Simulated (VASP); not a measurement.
OSZICAR of a VASP run on Cu (relaxed from the beta-Sn structure, space group I4_1/amd):

### OSZICAR
```
       N       E                     dE             d eps       ncg     rms          rms(c)
DAV:   1     0.115107433076E+03    0.11511E+03   -0.92031E+03 17228   0.215E+03
DAV:   2    -0.594959713879E+01   -0.12106E+03   -0.11665E+03 16514   0.304E+02
DAV:   3    -0.979722710289E+01   -0.38476E+01   -0.37792E+01 20084   0.866E+01
DAV:   4    -0.982600270713E+01   -0.28776E-01   -0.28768E-01 18933   0.733E+00
DAV:   5    -0.982644838346E+01   -0.44568E-03   -0.44568E-03 21952   0.792E-01    0.113E+01
DAV:   6    -0.876597357218E+01    0.10605E+01   -0.19444E+01 16717   0.121E+02    0.602E+00
DAV:   7    -0.791685697878E+01    0.84912E+00   -0.35693E+00 17214   0.499E+01    0.607E-01
DAV:   8    -0.790145692155E+01    0.15400E-01   -0.42043E-02 23983   0.383E+00    0.600E-01
DAV:   9    -0.789527149852E+01    0.61854E-02   -0.17351E-02 19573   0.346E+00    0.215E-02
DAV:  10    -0.789530368855E+01   -0.32190E-04   -0.29835E-04 22713   0.280E-01    0.792E-03
DAV:  11    -0.789530527173E+01   -0.15832E-05   -0.44628E-06 24938   0.429E-02    0.214E-03
DAV:  12    -0.789530516435E+01    0.10739E-06   -0.55143E-07 17842   0.187E-02    0.393E-04
DAV:  13    -0.789530523922E+01   -0.74874E-07   -0.10028E-08  9667   0.159E-03
   1 F= -.78953052E+01 E0= -.78953052E+01  d E =0.000000E+00
```

Task: Which electronic solver shows in the log?

Result: It is blocked Davidson (ALGO = Normal, or the opening steps of other solvers). The INCAR had ALGO = Normal.

Task: Can the final energy be trusted as converged?

Result: Self-consistency was reached. It stopped with EDIFF = 1E-7, NELM = 100 (PBEsol GGA, plane waves, VASP's PBE PAW potentials (set 64)).

The structure was generated: Cu was put into the beta-Sn type (I4_1/amd), which need not be its known phase. It was relaxed first.
